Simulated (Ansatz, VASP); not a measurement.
# Cu10H (Cu(110)-(1x2)-H, longbridge site): VASP beside Ansatz, part 2 of 2

One calculation is typed for both programs; each brings its own data sets. How far apart do they land? The cell is taken from a series of runs on this material, whose earlier steps may have relaxed, scaled, displaced or heated it; both programs get it as it stands.

VASP 6.6.1 and Ansatz 0.2.0.

So far: Starting point; VASP: single point, PBE.

## 3. Ansatz: single point, PBE

Level of this step: Ansatz beside VASP: Kohn-Sham DFT, plane waves, PBE (Ansatz).

Ansatz runs on its default PAW (the set named soft_2) files.

The same cell, functional, mesh and smearing now go to Ansatz.

input.yaml reads:

```yaml
crystal:
  lattice:
    - [7.22, 0.0, 0.0]
    - [0.0, 2.5526554801, 0.0]
    - [0.0, 0.0, 22.6053109602]
  atoms:
    - { symbol: Cu, position: [0.0, 0.0, 0.3760178312] }
    - { symbol: Cu, position: [0.5, 0.0, 0.3760178312] }
    - { symbol: Cu, position: [0.25, 0.5, 0.4324792416] }
    - { symbol: Cu, position: [0.75, 0.5, 0.4324792416] }
    - { symbol: Cu, position: [0.002196805, 0.0, 0.4881192091] }
    - { symbol: Cu, position: [0.497803195, 0.0, 0.4881192091] }
    - { symbol: Cu, position: [0.25, 0.5, 0.551216927] }
    - { symbol: Cu, position: [0.75, 0.5, 0.5454451712] }
    - { symbol: Cu, position: [-0.0116504888, 0.0, 0.59968739] }
    - { symbol: Cu, position: [0.5116504888, 0.0, 0.59968739] }
    - { symbol: H, position: [0.25, 0.0, 0.6063939277] }
kpoints:
  mp_grid: { grid: [8, 24, 1] }
hamiltonian:
  xc: pbe
scf:
  occupations: { method: fermi_dirac, width: 0.05 }
  convergence: { dr2_threshold: 1.0e-09 }
  n_extra_bands: 23
efield:
  axis: 3
  dipole_correction: true
  ramp_position: 0.97
  ramp_width: 0.06
output:
  band_densities:
    - { e_range: [-0.3, 0] }
    - { e_range: [-1.0, 0] }
    - { e_range: [-2.0, 0] }
    - { e_range: [0, 0.3] }
    - { e_range: [0, 1.0] }
    - { e_range: [0, 2.0] }
    - { e_range: [-2.0, -1.8] }
    - { e_range: [-1.8, -1.6] }
    - { e_range: [-1.6, -1.4] }
    - { e_range: [-1.4, -1.2] }
    - { e_range: [-1.2, -1.0] }
    - { e_range: [-1.0, -0.8] }
    - { e_range: [-0.8, -0.6] }
    - { e_range: [-0.6, -0.4] }
    - { e_range: [-0.4, -0.2] }
    - { e_range: [-0.2, 0.0] }
    - { e_range: [0.0, 0.2] }
    - { e_range: [0.2, 0.4] }
    - { e_range: [0.4, 0.6] }
    - { e_range: [0.6, 0.8] }
    - { e_range: [0.8, 1.0] }
    - { e_range: [1.0, 1.2] }
    - { e_range: [1.2, 1.4] }
    - { e_range: [1.4, 1.6] }
    - { e_range: [1.6, 1.8] }
    - { e_range: [1.8, 2.0] }
  band_residual_tolerance: 0.0001
  dos: { projected: true, e_range: [-5, 4] }
  write_potential: true
  write_density: true
  volumetric_format: npy
basis:
  ecutwfc: "600 eV"
```

The run is started by

```
$ ansatz run input.yaml --threads 4 --pin off --max-ram 6144MiB --backend cpu --events-out ev --progress --plain --runs-dir out
```

Numbers of over 12 decimals in the logs are rounded to 6 here.

The program printed:

```text
scf.n_extra_bands = 23 over 96 filled bands (N_el = 191.0): the run solves 119 bands
Engine: ansatz 0.2.0, x86_64-unknown-linux-gnu
Pseudopotentials: kind: paw
Pseudopotential: Cu, paw, valence charge 19, recommended cutoff 420 eV (normal), Cu.paw.azcp
Pseudopotential: H, paw, valence charge 1, recommended cutoff 420 eV (normal), H.paw.azcp
Functional definition: PBE
  parameter kappa = 0.804
  parameter beta = 0.066725
  exchange = pbe_x(kappa = kappa, mu = beta*pi^2/3)
  correlation = pbe_c(beta = beta)
Crystal: 11 atoms, lattice volume = 416.620 Å³
Basis set: ecut = 600 eV, 13893 PW (Γ)
Bands: 119, of which v1, the nominal top of the filled ones, is band 96 counted from 1 (95 counted from 0)
Symmetry: 4 space group operations
Space group: Pmm2 (ITA 25), of the structure as read, at distance tolerance 7.5e-5 Å
k-points: 65 of 192
Non-local potential: Cu, projectors of the file, l = 0: 3, l = 1: 2, l = 2: 3, l = 3: 1
Non-local potential: H, projectors of the file, l = 0: 2, l = 1: 1
PAW form: soft (Blöchl's): semilocal exchange-correlation on the pseudo side does not see the compensation charge
PAW one-centre angular grid: Cu, 590 points (default); XC on 64 Gauss nodes
PAW one-centre angular grid: H, 110 points (default); XC on 64 Gauss nodes
Initial density: superposition of atomic densities (neutral atoms: chi_scale 0, normalization atom), corrected by the library's trained network
Initial wavefunctions: pseudopotential atomic-orbital guess
Functional: x = pbe(κ = 0.804, μ = 0.219515), c = pbe(β = 0.066725)
SCF iter   1: F=—  HF=-66264.037521 eV  |F-HF|=—  |Δ(HF+E_count)|=         —  Δρ=2.87e-3  dr2=1.25e-1  ethr=1.77e-3  p=0.021 e·Å  D=8.93e-3 V/Å  ΔV_dip=-0.20 eV  dr2_dipole=1.30e-2  V_vac-E_F(+/−)=4.06/4.26 eV  ⟨swp⟩=7.5  Hψ=33114  notcnv=0  defer=531
efield: sawtooth ramp at fractional position 0.9700 (set: `efield.ramp_position`, or a place that a band, a saddle search or an elastic batch's reference lends), width 0.0600; the density the first Hamiltonian is built on has a dipole p = 0.021 e·Å; the dipole correction subtracts the counter field D = 8.93e-3 V/Å, which shifts the + side's vacuum level by -0.20 eV against the − side's; the planar-averaged density in the ramp window peaks in size at 1.3e-5 e/Å³
preconditioner: auto → LDOS  [metal: Δε(μ)=0.039 eV  Ē_g=8.358 eV  σ=0.050 eV  W_gap=0.19  n_scr=72 (ndim 8)  ℏωp=19.2 eV  f_vac=0.654  D(μ)=3.10/eV (n_scr^D=18)  β→1.0]
SCF iter   2: F=—  HF=-66264.047868 eV  |F-HF|=—  |Δ(HF+E_count)|=   1.03e-2  Δρ=2.79e-3  dr2=5.99e-2  ethr=6.55e-5  p=-0.005 e·Å  D=-1.98e-3 V/Å  ΔV_dip=0.04 eV  dr2_dipole=1.70e-3  V_vac-E_F(+/−)=4.33/4.28 eV  ⟨swp⟩=2.4  Hψ=13030  notcnv=0  defer=1029
SCF iter   3: F=—  HF=-66264.040936 eV  |F-HF|=—  |Δ(HF+E_count)|=   6.93e-3  Δρ=2.00e-3  dr2=1.05e-2  ethr=3.14e-5  p=0.006 e·Å  D=2.51e-3 V/Å  ΔV_dip=-0.06 eV  dr2_dipole=7.01e-5  V_vac-E_F(+/−)=4.20/4.25 eV  ⟨swp⟩=2.0  Hψ=10805  notcnv=0  defer=1029
SCF iter   4: F=—  HF=-66264.038965 eV  |F-HF|=—  |Δ(HF+E_count)|=   1.97e-3  Δρ=4.46e-4  dr2=7.61e-4  ethr=5.51e-6  p=0.006 e·Å  D=2.64e-3 V/Å  ΔV_dip=-0.06 eV  dr2_dipole=3.74e-5  V_vac-E_F(+/−)=4.19/4.25 eV  ⟨swp⟩=2.1  Hψ=10516  notcnv=0  defer=1029
SCF iter   5: F=—  HF=-66264.038909 eV  |F-HF|=—  |Δ(HF+E_count)|=   5.64e-5  Δρ=2.24e-4  dr2=1.37e-4  ethr=3.98e-7  p=0.005 e·Å  D=2.31e-3 V/Å  ΔV_dip=-0.05 eV  dr2_dipole=2.30e-6  V_vac-E_F(+/−)=4.19/4.25 eV  ⟨swp⟩=3.0  Hψ=11136  notcnv=0  defer=1029
SCF iter   6: F=—  HF=-66264.038901 eV  |F-HF|=—  |Δ(HF+E_count)|=   7.24e-6  Δρ=6.26e-5  dr2=1.55e-5  ethr=7.16e-8  p=0.005 e·Å  D=2.34e-3 V/Å  ΔV_dip=-0.05 eV  dr2_dipole=1.41e-8  V_vac-E_F(+/−)=4.19/4.25 eV  ⟨swp⟩=2.0  Hψ=10191  notcnv=0  defer=1029
SCF iter   7: F=—  HF=-66264.039157 eV  |F-HF|=—  |Δ(HF+E_count)|=   2.56e-4  Δρ=3.44e-5  dr2=3.66e-6  ethr=8.09e-9  p=0.005 e·Å  D=2.37e-3 V/Å  ΔV_dip=-0.05 eV  dr2_dipole=1.70e-8  V_vac-E_F(+/−)=4.19/4.25 eV  ⟨swp⟩=2.0  Hψ=10539  notcnv=0  defer=1029
SCF iter   8: F=—  HF=-66264.039159 eV  |F-HF|=—  |Δ(HF+E_count)|=   1.83e-6  Δρ=1.34e-5  dr2=5.07e-7  ethr=1.92e-9  p=0.005 e·Å  D=2.37e-3 V/Å  ΔV_dip=-0.05 eV  dr2_dipole=1.02e-8  V_vac-E_F(+/−)=4.19/4.25 eV  ⟨swp⟩=2.0  Hψ=10226  notcnv=0  defer=1029
SCF iter   9: F=—  HF=-66264.039160 eV  |F-HF|=—  |Δ(HF+E_count)|=   8.94e-7  Δρ=5.49e-6  dr2=1.02e-7  ethr=2.65e-10  p=0.005 e·Å  D=2.38e-3 V/Å  ΔV_dip=-0.05 eV  dr2_dipole=6.67e-9  V_vac-E_F(+/−)=4.19/4.25 eV  ⟨swp⟩=2.1  Hψ=10329  notcnv=0  defer=1029
SCF iter  10: F=—  HF=-66264.039160 eV  |F-HF|=—  |Δ(HF+E_count)|=   2.00e-7  Δρ=2.20e-6  dr2=1.18e-8  ethr=5.31e-11  p=0.005 e·Å  D=2.38e-3 V/Å  ΔV_dip=-0.05 eV  dr2_dipole=6.85e-11  V_vac-E_F(+/−)=4.19/4.25 eV  ⟨swp⟩=2.1  Hψ=10065  notcnv=0  defer=1029
[...]
SCF converged after 13 iterations
Free energy (F): -66264.039160 eV
Harris-Foulkes:  -66264.039160 eV  (|F-HF|=3.93e-10)
Internal energy: -66264.012889 eV  (E = F + TS)
E sigma→0 (E₀):  -66264.026025 eV
Entropy (-TS):   -0.026272 eV (-2.388 meV/atom)
Fermi energy:    1.825001 eV
Dipole field:    D = 0.002376 V/Å  (p = 0.005471 e·Å, saw-weighted, corrected)
Work function:   Φ+ = 4.1916 eV   Φ− = 4.2453 eV
Levels:          The Fermi level and band energies are counted from a zero that moves with the ramp; work functions are not
--- Per-component energies (eV) ---
  E_band       = -6407.159700
  E_kinetic    = 3008.181340
  E_local      = -391573.666196  (includes V_loc(G=0)·N_el)
  E_nonlocal   = 3928.472735
  E_hartree    = 191976.424718
  E_xc         = -896.238899
  E_vxc        = -1155.875394  (∫ρ·V_xc dr)
  E_paw        = -16654.785231  (= ΣΔE_a)
  E_vpaw       = -4567.230295  (= ΣTr[D̂ρ^β])
  E_aug_tail   = 0.001283  (compensation charges beyond the density's cutoff)
  E_efield     = 0.000006  (sawtooth field / dipole correction)
  E_vefield    = 0.107301  (∫n·V_field dr)
  E_ewald      = 143947.597355
  E_smearing   = -0.026272  (= −TS)
  E_closure    = 0.000000  (closes the sum)
  Σ components = -66264.039160   (vs F -66264.039160, Δ=0.00e0)
--- Band table (eV; the first three rows and the last of 65) ---
  k-point 0: bands = [... 92 lower, 0.3192, 0.3386, 0.3833, 0.4396, 0.5617, 1.1880, 2.1842, 2.6609, ... 19 higher]
  k-point 1: bands = [... 92 lower, 0.3000, 0.3634, 0.4085, 0.4372, 0.6023, 1.3353, 2.2269, 2.6967, ... 19 higher]
  k-point 2: bands = [... 92 lower, 0.3025, 0.3768, 0.4823, 0.5944, 0.7291, 1.6630, 2.3535, 2.8009, ... 19 higher]
  k-point 64: bands = [... 92 lower, 1.8337, 1.9742, 2.6538, 3.2468, 3.2840, 3.3957, 4.7894, 4.8460, ... 19 higher]
--- Band densities, each state counted as filled ---
  window                                       electrons  max residual (eV)  cut levels
  e_range: [-0.3, 0]                            1.052083             2.6e-6           0
  e_range: [-1, 0]                              3.572917             2.6e-6           0
  e_range: [-2, 0]                             32.291667             2.6e-6           0
  e_range: [0, 0.3]                             0.833333             4.3e-5           0
  e_range: [0, 1]                               3.281250             5.0e-5           0
  e_range: [0, 2]                               6.864583             5.0e-5           0
  e_range: [-2, -1.8]                           9.302083             1.5e-6           0
  e_range: [-1.8, -1.6]                         8.916667             1.2e-6           0
  e_range: [-1.6, -1.4]                         7.906250             1.3e-6           0
  e_range: [-1.4, -1.2]                         1.604167             2.1e-6           0
  e_range: [-1.2, -1]                           0.989583             2.0e-6           0
  e_range: [-1, -0.8]                           0.989583             1.8e-6           0
  e_range: [-0.8, -0.6]                         0.583333             2.3e-6           0
  e_range: [-0.6, -0.4]                         0.750000             2.5e-6           0
  e_range: [-0.4, -0.2]                         0.479167             2.4e-6           0
  e_range: [-0.2, 0]                            0.770833             2.6e-6           0
  e_range: [0, 0.2]                             0.645833             4.3e-5           0
  e_range: [0.2, 0.4]                           0.447917             5.0e-5           0
  e_range: [0.4, 0.6]                           0.729167             5.0e-5           0
  e_range: [0.6, 0.8]                           0.677083             5.0e-5           0
  e_range: [0.8, 1]                             0.781250             4.9e-5           0
  e_range: [1, 1.2]                             0.645833             4.5e-5           0
  e_range: [1.2, 1.4]                           0.562500             4.5e-5           0
  e_range: [1.4, 1.6]                           0.843750             3.8e-5           0
  e_range: [1.6, 1.8]                           0.833333             4.0e-5           0
  e_range: [1.8, 2]                             0.697917             3.7e-5           0
```

In the SCF lines HF is the Harris–Foulkes energy and dr2 the Hartree energy of the density residual, in eV; the loop may stop once dr2 is under the threshold and the program's other checks hold. Hψ counts applications of the Hamiltonian.

## 4. Comparison

Known differences besides the potentials themselves: the data sets hold 191 valence electrons in Ansatz (on its default PAW (the set named soft_2) files) and 111 in VASP; the cutoff is 600 eV in Ansatz and 520 eV in VASP. Total energies have different zeros and are not compared.

Both answers:

```csv
quantity,Ansatz,VASP,difference
"work function, lower of the two faces (eV)",4.19,4.17,+0.02
"work function, higher of the two faces (eV)",4.25,4.23,+0.02
```

With vacuum in the cell, a pressure given here is an average over mostly empty space and none of the material.

## 5. Summary of results

```json
{
 "difference in work function, lower of the two faces (single point, PBE)": "0.019 eV"
}
```

**Reading.** The difference in work function, lower of the two faces is 0.019 eV (single point, PBE). The data sets hold unlike numbers of valence electrons (191 in Ansatz and 111 in VASP), so part of the differences comes from the potentials. Such differences can come from data sets, numerical settings and the points named under the comparisons, not from the functional's error against experiment.

[Lines on the potential files, build, host, timing and source positions are cut from VASP's logs without a mark.]

[Logs are printed without paths, hosts, clocks, repeated set-up lines and the standing remarks that a program may print on its own settings, such as how far it seeks lower states.]

[Hosts, paths, dates, database ids (printed as entryN), source tags and the programs' standing remarks are cut or masked in the printed files.]
